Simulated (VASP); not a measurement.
# Be4TeSe3 (I-42m) in VASP: elastic constants with PBE

Aim: the elastic constants of Be4TeSe3 with PBE.

All numbers are computed with VASP 6.6.1; they aren't measurements. Logs are shortened: lines on timing, memory, paths and dates and some standing lists are left out, and cuts for length are marked.

**1. Starting point**

The structure is tetragonal, space group I-42m (No. 121). The conventional cell has a = 5.308 Å, b = 5.308 Å, c = 10.603 Å, α = 90.00°, β = 90.00°, γ = 90.00°. Be (site symmetry m) is surrounded by 3 Se at 2.25 to 2.27 Å and 1 Te at 2.41 Å. Around Te (site symmetry -42m) lie 4 Be at 2.41 Å. Around Se (site symmetry -4) lie 4 Be at 2.27 Å. Se (site symmetry -42m) has 4 Be at 2.25 Å as nearest neighbours.

The cell was built by a generator and needn't be a form met in nature.

**2. Elastic constants, PBE**

POSCAR reads:

```
Be4TeSe3
1.0
   -2.6541400000      2.6541400000      5.3014100000
    2.6541400000     -2.6541400000      5.3014100000
    2.6541400000      2.6541400000     -5.3014100000
Be Te Se
4 1 3
Direct
    0.3666420000      0.8933660000      0.0000000000
    0.8933660000      0.3666420000      0.0000000000
    0.6333580000      0.6333580000      0.5267240000
    0.1066340000      0.1066340000      0.4732760000
    0.5000000000      0.5000000000      0.0000000000
    0.7500000000      0.2500000000      0.5000000000
    0.2500000000      0.7500000000      0.5000000000
    0.0000000000      0.0000000000      0.0000000000
```

INCAR.step1 reads:

```
  PREC = Accurate
  ENCUT = 520
  EDIFF = 1E-8
  ISMEAR = 0
  SIGMA = 0.03
  LREAL = F
  LASPH = T
  NELM = 60
  ALGO = Normal
  ISIF = 3
  LWAVE = F
  LCHARG = F
  GGA = PE
  KPAR = 4
  IBRION = 2
  NSW = 40
  EDIFFG = -0.002
```

INCAR.step2 reads:

```
  PREC = Accurate
  ENCUT = 520
  EDIFF = 1E-8
  ISMEAR = 0
  SIGMA = 0.03
  LREAL = F
  LASPH = T
  NELM = 60
  ALGO = Normal
  ISIF = 3
  LWAVE = F
  LCHARG = F
  GGA = PE
  KPAR = 4
  IBRION = 6
  NFREE = 2
  POTIM = 0.015
  NSW = 1
```

KPOINTS reads:

```
Automatic mesh
0
Gamma
  6 6 6
```

Potentials or basis: VASP PAW PBE potentials, release 64 (Be, Te, Se).

On the command line:

```console
> cat potpaw_PBE.64/Be/POTCAR potpaw_PBE.64/Te/POTCAR potpaw_PBE.64/Se/POTCAR > POTCAR
> cp INCAR.step1 INCAR
> mpirun -np 4 vasp_std > vasp.out
> cp CONTCAR POSCAR
> cp INCAR.step2 INCAR
> mpirun -np 4 vasp_std > vasp.out
```

OUTCAR:

```text
PREC = Accurate
   ENCUT = 520
   EDIFF = 1E-8
   ISMEAR = 0
   LREAL = F
   LASPH = T
   NELM = 60
   ISIF = 3
   GGA = PE
   IBRION = 6
   NFREE = 2
   POTIM = 0.015
   NSW = 1

 ion  position               nearest neighbor table
   1  0.367  0.893  0.000-   8 2.25   6 2.27   7 2.27   5 2.41
   2  0.893  0.367  0.000-   8 2.25   7 2.27   6 2.27   5 2.41
   3  0.633  0.633  0.527-   8 2.25   7 2.27   6 2.27   5 2.41
   4  0.107  0.107  0.473-   8 2.25   7 2.27   6 2.27   5 2.41
   5  0.500  0.500  0.000-   3 2.41   1 2.41   2 2.41   4 2.41
   6  0.750  0.250  0.500-   2 2.27   3 2.27   4 2.27   1 2.27
   7  0.250  0.750  0.500-   1 2.27   3 2.27   4 2.27   2 2.27
   8  0.000  0.000  0.000-   1 2.25   2 2.25   3 2.25   4 2.25

  LATTYP: Found a body centered tetragonal cell.
 ALAT       =     5.3081653623
 C/A-ratio  =     1.9973056210

  Lattice vectors:

 A1 = (  -2.6540826812,   2.6540826812,   5.3010142578)
 A2 = (   2.6540826812,  -2.6540826812,   5.3010142578)
 A3 = (   2.6540826812,   2.6540826812,  -5.3010142578)

Analysis of symmetry for initial positions (statically):
=====================================================================
 Subroutine PRICEL returns:
 Original cell was already a primitive cell.

 Routine SETGRP: Setting up the symmetry group for a
 body centered tetragonal supercell.

 Subroutine GETGRP returns: Found  8 space group operations
 (whereof  8 operations were pure point group operations)
 out of a pool of 16 trial point group operations.

The static configuration has the point symmetry D_2d.

Analysis of symmetry for dynamics (positions and initial velocities):
=====================================================================
 Subroutine PRICEL returns:
 Original cell was already a primitive cell.

 Routine SETGRP: Setting up the symmetry group for a
 body centered tetragonal supercell.

 Subroutine GETGRP returns: Found  8 space group operations
 (whereof  8 operations were pure point group operations)
 out of a pool of 16 trial point group operations.
[... 977 lines left out ...]

 k-point     1 :       0.0000    0.0000    0.0000
  band No.  band energies     occupation
      1      -9.8017      2.00000
      2      -8.4713      2.00000
      3      -8.4209      2.00000
      4      -6.4180      2.00000
      5      -1.3097      2.00000
      6      -0.7186      2.00000
[... 602 lines left out ...]
  FREE ENERGIE OF THE ION-ELECTRON SYSTEM (eV)
  ---------------------------------------------------
  free  energy   TOTEN  =       -34.0074792429 eV

  energy  without entropy=      -34.0074792429  energy(sigma->0) =      -34.00747924

 INTERNAL STRAIN TENSORS FROM STRAINED CELLS
 ============================================

 INTERNAL STRAIN TENSOR FOR ION    1 for displacements in x,y,z  (eV/Angst):
          X           Y           Z          XY          YZ          ZX
  --------------------------------------------------------------------------------
  x    -0.40430    -0.39250    -0.32889     0.36682     3.86201    -0.68955
  y     0.39249     0.40433     0.32889    -0.36686    -0.68892     3.86198
  z    -0.42095    -0.42087    -0.76115     3.89119     0.37811    -0.37819

 INTERNAL STRAIN TENSORS FROM DISPLACED ATOMS
 ============================================

 INTERNAL STRAIN TENSOR FOR ION    1 for displacements in x,y,z  (eV/Angst):
          X           Y           Z          XY          YZ          ZX
  --------------------------------------------------------------------------------
  x    -0.40413    -0.39158    -0.32820     0.36727     3.86753    -0.68138
  y     0.39158     0.40413     0.32820    -0.36728    -0.68138     3.86753
  z    -0.42200    -0.42200    -0.76198     3.89536     0.37823    -0.37823

 INTERNAL STRAIN TENSOR FOR ION    8 for displacements in x,y,z  (eV/Angst):
          X           Y           Z          XY          YZ          ZX
  --------------------------------------------------------------------------------
  x     0.00000     0.00000     0.00000     0.00000    -4.14752     0.00000
  y     0.00000     0.00000     0.00000     0.00000     0.00000    -4.14751
  z     0.00000     0.00000     0.00000    -3.65791     0.00000     0.00000

 Eigenvectors and eigenvalues of the dynamical matrix
 ----------------------------------------------------

   1 f  =   17.208664 THz   108.125222 2PiTHz  574.019229 cm-1    71.169282 meV
             X         Y         Z           dx          dy          dz
      1.397905 -1.397905  6.679167    -0.000482    0.000482   -0.500000
     -1.397905  1.397905  6.679167     0.000482   -0.000482   -0.500000
      1.397905  1.397905  3.922861    -0.000482   -0.000482    0.500000
      1.256177  1.256177 -1.378153     0.000482    0.000482    0.500000
      0.000000  0.000000  5.301014    -0.000000   -0.000000    0.000000
      0.000000  2.654083  2.650507    -0.000000    0.000000   -0.000000
      2.654083  0.000000  2.650507    -0.000000    0.000000    0.000000
      0.000000  0.000000  0.000000    -0.000000    0.000000   -0.000000
[... 243 lines left out ...]
  24 f/i=    0.000522 THz     0.003279 2PiTHz    0.017407 cm-1     0.002158 meV
             X         Y         Z           dx          dy          dz
      1.397905 -1.397905  6.679167    -0.146803    0.030826    0.000002
     -1.397905  1.397905  6.679167    -0.146803    0.030826   -0.000002
      1.397905  1.397905  3.922861    -0.146795    0.030790   -0.000001
      1.256177  1.256177 -1.378153    -0.146795    0.030790    0.000001
      0.000000  0.000000  5.301014    -0.552457    0.115942   -0.000000
      0.000000  2.654083  2.650507    -0.434501    0.091210   -0.000000
      2.654083  0.000000  2.650507    -0.434510    0.091165   -0.000000
      0.000000  0.000000  0.000000    -0.434530    0.091193   -0.000000

--------------------------------------------------------------------------------------------------------

 ELASTIC MODULI CONTR FROM IONIC RELAXATION (kBar)
 Direction    XX          YY          ZZ          XY          YZ          ZX
 --------------------------------------------------------------------------------
 XX          -2.6909     -1.7986     -2.5376      0.0000      0.0000      0.0000
 YY          -1.7986     -2.6909     -2.5376      0.0000     -0.0000     -0.0000
 ZZ          -2.5376     -2.5376     -3.3321     -0.0000      0.0000     -0.0000
 XY           0.0000     -0.0000      0.0000    -95.7387     -0.0000      0.0000
 YZ          -0.0000     -0.0000     -0.0000     -0.0000    -95.9951     -0.0000
 ZX           0.0000      0.0000      0.0000      0.0000     -0.0000    -95.9951
 --------------------------------------------------------------------------------

 TOTAL ELASTIC MODULI (kBar)
 Direction    XX          YY          ZZ          XY          YZ          ZX
 --------------------------------------------------------------------------------
 XX        1177.4903    452.7565    454.9347      0.0000      0.0000      0.0000
 YY         452.7565   1177.4903    454.9347      0.0000     -0.0000     -0.0000
 ZZ         454.9347    454.9347   1172.8548     -0.0000      0.0000     -0.0000
 XY           0.0000     -0.0000      0.0000    606.4588     -0.0000      0.0000
 YZ          -0.0000     -0.0000     -0.0000     -0.0000    606.3906     -0.0000
 ZX           0.0000      0.0000      0.0000      0.0000     -0.0000    606.3906
 --------------------------------------------------------------------------------
```

It took 16 min on 4 MPI ranks of Intel Xeon 6975P-C (Granite Rapids), shared host; peak memory 0.78 GiB.

Results:

| Item | Value |
| --- | --- |
| Elastic constants C11, C12, C44 | 118, 45, 61 GPa |
| Voigt bulk modulus | 69 GPa |
| Highest phonon frequency at Γ, LO-TO splitting left out | 574 cm⁻¹ |

Phonon frequencies in cm⁻¹ (negative: imaginary):
```tsv
q point	frequencies
(0.000, 0.000, 0.000)	0 0 0 125 125 138 158 159 159 182 182 202 422 422 432 432 443 473 484 484 485 490 515 574
```

Elastic tensor in Voigt notation (GPa, in the Cartesian axes of the cell as first typed):
```
118  45  45   0   0   0
 45 118  45   0   0   0
 45  45 117   0   0   0
  0   0   0  61   0   0
  0   0   0   0  61   0
  0   0   0   0   0  61
```

Clamped-ion elastic tensor (GPa):
```
118  45  46   0   0   0
 45 118  46   0   0   0
 46  46 118   0   0   0
  0   0   0  70   0   0
  0   0   0   0  70   0
  0   0   0   0   0  70
```
